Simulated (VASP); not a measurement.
All values below come from MS2 meta-GGA, VASP's PBE PAW potentials (set 64) (plane waves; VASP).

VASP ran on this input.

**POSCAR**
```
TiAl
1.0
  2.7838147754   0.0000000000   0.0000000000
  0.0000000000   2.7838147754   0.0000000000
  0.0000000000   0.0000000000   4.0086878462
Ti Al
1 1
Cart
  0.0000000000   0.0000000000   0.0000000000
  1.3919073877   1.3919073877   2.0043439231
```

KPOINTS:
```
Automatic mesh
0
Gamma
13 13 9
0 0 0
```

**INCAR**
```
SYSTEM = TiAl
PREC = Accurate
ENCUT = 520
EDIFF = 1E-7
NELM = 100
ALGO = Normal
LREAL = .FALSE.
LASPH = .TRUE.
ISMEAR = 1
SIGMA = 0.1
METAGGA = MS2
LMIXTAU = .TRUE.
LMAXMIX = 4
LWAVE = .FALSE.
LCHARG = .FALSE.
ISIF = 4
IBRION = 2
NSW = 30
EDIFFG = -0.01
```

POTCAR, in this order: Ti_sv Al (PBE.64 set). Program: vasp_std.

Output of the run:

OSZICAR:
```
       N       E                     dE             d eps       ncg     rms          rms(c)
DAV:   1     0.774761585978E+02    0.77476E+02   -0.74094E+03  3083   0.137E+03
DAV:   2    -0.227498500348E+02   -0.10023E+03   -0.97544E+02  3107   0.340E+02
DAV:   3    -0.290203379563E+02   -0.62705E+01   -0.60595E+01  4895   0.805E+01
DAV:   4    -0.292845899432E+02   -0.26425E+00   -0.26061E+00  3943   0.149E+01
DAV:   5    -0.292972118248E+02   -0.12622E-01   -0.12598E-01  4477   0.284E+00    0.135E+01
DAV:   6    -0.248603657298E+02    0.44368E+01   -0.43700E+01  4154   0.901E+01    0.515E+00
DAV:   7    -0.211984415676E+02    0.36619E+01   -0.16382E+01  3253   0.558E+01    0.351E+00
DAV:   8    -0.212396606633E+02   -0.41219E-01   -0.30263E+00  3264   0.258E+01    0.929E-01
DAV:   9    -0.213202398820E+02   -0.80579E-01   -0.31622E+00  4347   0.206E+01    0.212E+00
DAV:  10    -0.213281307688E+02   -0.78909E-02   -0.17010E-01  3689   0.381E+00    0.233E+00
DAV:  11    -0.212733622320E+02    0.54769E-01   -0.10858E-02  3782   0.142E+00    0.224E+00
DAV:  12    -0.211885796743E+02    0.84783E-01   -0.57024E-02  3570   0.308E+00    0.237E+00
DAV:  13    -0.211347751483E+02    0.53805E-01   -0.48417E-01  3561   0.103E+01    0.584E+00
DAV:  14    -0.210906939472E+02    0.44081E-01   -0.94308E-02  3390   0.369E+00    0.335E+00
DAV:  15    -0.210699764478E+02    0.20717E-01   -0.18373E-01  3241   0.439E+00    0.376E-01
DAV:  16    -0.210607700322E+02    0.92064E-02   -0.48340E-02  3734   0.346E+00    0.111E+00
DAV:  17    -0.210606984403E+02    0.71592E-04   -0.49908E-03  3440   0.877E-01    0.889E-01
DAV:  18    -0.210597897606E+02    0.90868E-03   -0.16775E-03  3693   0.375E-01    0.712E-01
DAV:  19    -0.210594545438E+02    0.33522E-03   -0.25487E-03  3196   0.860E-01    0.313E-01
DAV:  20    -0.210593529752E+02    0.10157E-03   -0.15449E-04  3838   0.173E-01    0.245E-01
DAV:  21    -0.210593396679E+02    0.13307E-04   -0.57058E-05  3393   0.116E-01    0.186E-01
DAV:  22    -0.210592411352E+02    0.98533E-04   -0.16428E-04  3242   0.175E-01    0.760E-02
DAV:  23    -0.210592167638E+02    0.24371E-04   -0.35499E-05  3710   0.971E-02    0.353E-02
DAV:  24    -0.210592023104E+02    0.14453E-04   -0.80850E-05  3950   0.122E-01    0.111E-02
DAV:  25    -0.210592071081E+02   -0.47977E-05   -0.85369E-06  3437   0.378E-02    0.223E-02
DAV:  26    -0.210591995026E+02    0.76055E-05   -0.24710E-06  3813   0.206E-02    0.159E-02
DAV:  27    -0.210591932706E+02    0.62320E-05   -0.14137E-06  3297   0.148E-02    0.661E-03
DAV:  28    -0.210591898620E+02    0.34086E-05   -0.16526E-06  3782   0.118E-02    0.108E-03
DAV:  29    -0.210591897316E+02    0.13043E-06   -0.56316E-08  1841   0.302E-03    0.792E-04
DAV:  30    -0.210591894509E+02    0.28077E-06   -0.19777E-08  1555   0.148E-03    0.393E-04
DAV:  31    -0.210591896413E+02   -0.19049E-06   -0.84098E-09  1549   0.115E-03    0.284E-04
DAV:  32    -0.210591895503E+02    0.91030E-07   -0.29472E-09  1549   0.755E-04
   1 F= -.21059190E+02 E0= -.21059164E+02  d E =-.210592E+02
```

### OUTCAR
```
------------------------ aborting loop because EDIFF is reached ----------------------------------------
  FORCE on cell =-STRESS in cart. coord.  units (eV):
  Direction    XX          YY          ZZ          XY          YZ          ZX
  --------------------------------------------------------------------------------------
  Total        0.7514345      0.7514345      0.7660117      0.0000000      0.0000000      0.0000000
  in kB       38.7542032     38.7542032     39.5060001      0.0000000      0.0000000      0.0000000
  external PRESSURE =      39.0048022 kB  Pullay stress =       0.0000000 kB
  volume of cell :       31.07
      direct lattice vectors                 reciprocal lattice vectors
     2.783814775  0.000000000  0.000000000     0.359219302  0.000000000  0.000000000
     0.000000000  2.783814775  0.000000000     0.000000000  0.359219302  0.000000000
     0.000000000  0.000000000  4.008687846     0.000000000  0.000000000  0.249458186
 POSITION                                       TOTAL-FORCE (eV/Angst)
 -----------------------------------------------------------------------------------
      0.00000      0.00000      0.00000         0.000000      0.000000      0.000000
      1.39191      1.39191      2.00434         0.000000      0.000000      0.000000
 -----------------------------------------------------------------------------------
    total drift:                                0.000000      0.000000      0.000000
  FREE ENERGIE OF THE ION-ELECTRON SYSTEM (eV)
  ---------------------------------------------------
  free  energy   TOTEN  =       -21.0591895503 eV

  energy  without entropy=      -21.0591142300  energy(sigma->0) =      -21.05916444

 reached required accuracy - stopping structural energy minimisation
```
(Selected blocks of OUTCAR.)

The compound is TiAl in the L1_0 structure. This cell is one point of a volume scan, at 0.97 of the reference volume. The electron count is odd and the run is not spin-polarised, which forces a metal.
